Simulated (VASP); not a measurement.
Consider the following.

```
CoGe
1.0
    4.57134     0.00000     0.00000
    0.00000     4.57134     0.00000
    0.00000     0.00000     4.57134
Co Ge
4 4
Direct
  0.13722   0.13722   0.13722
  0.36278   0.86278   0.63722
  0.63722   0.36278   0.86278
  0.86278   0.63722   0.36278
  0.83984   0.83984   0.83984
  0.66016   0.16016   0.33984
  0.33984   0.66016   0.16016
  0.16016   0.33984   0.66016
```

Computed with r2SCAN meta-GGA, VASP's PBE PAW potentials (set 64) (plane waves; VASP). Numerical set-up: 400 eV cut-off, 6×6×6 Γ-centred mesh, first-order Methfessel-Paxton smearing of 0.10 eV, potentials Co Ge_d.

Problem. Predict the energy per atom (σ→0), band gap (on the k-mesh) with the smallest direct gap where there is one.

Solution. 
| Quantity | Result |
|---|---|
| band gap (on the k-mesh) | none (metal, semimetal or under 0.01 eV) |
| energy per atom (σ→0) | -13599 meV/atom |

Total energies compare only between runs with the same potentials, cut-off and functional.

The structure comes from a computed database's CoGe entry (P2_13); how it stands against other phases isn't given here. It was relaxed first. The start is the result of an earlier pass. The run is not spin-polarised, so no magnetic state was tried.
